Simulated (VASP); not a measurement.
Given:

```xyz
2
Lattice="0.0000 2.9958 2.9958 2.9958 0.0000 2.9958 2.9958 2.9958 0.0000" Properties=species:S:1:pos:R:3 pbc="T T T"
Mg     0.0000     0.0000     0.0000
Se     1.4979     1.4979     1.4979
```

Level of theory: modified Becke-Johnson potential (mBJ), VASP's PBE PAW potentials (set 64) (plane waves; VASP). Numerical set-up: 400 eV cut-off, 6×6×6 Γ-centred mesh, Gaussian smearing of 0.050 eV, potentials Mg Se.

mBJ is a potential without an energy functional, so only the levels count.

Question: Give the energies of bands 2 to 7 at the high-symmetry points, in eV from the valence-band maximum.

Answer: 
```csv
band,Γ,X,U,L,W
2,0.00,-2.53,-2.25,-2.74,-2.12
3,0.00,-0.95,-1.62,-0.32,-1.59
4,0.00,-0.95,-0.76,-0.32,-1.14
5,3.92,4.58,5.36,5.26,6.15
6,7.82,5.76,7.14,7.68,7.84
7,7.82,11.63,9.76,7.68,8.37
```

The gap is direct, 3.92 eV, from the valence maximum at Γ to the conduction minimum at Γ.

The structure comes from a computed database's MgSe entry (F-43m); how it stands against other phases isn't given here. It was relaxed first. The cell's shape comes from a PBE relaxation.
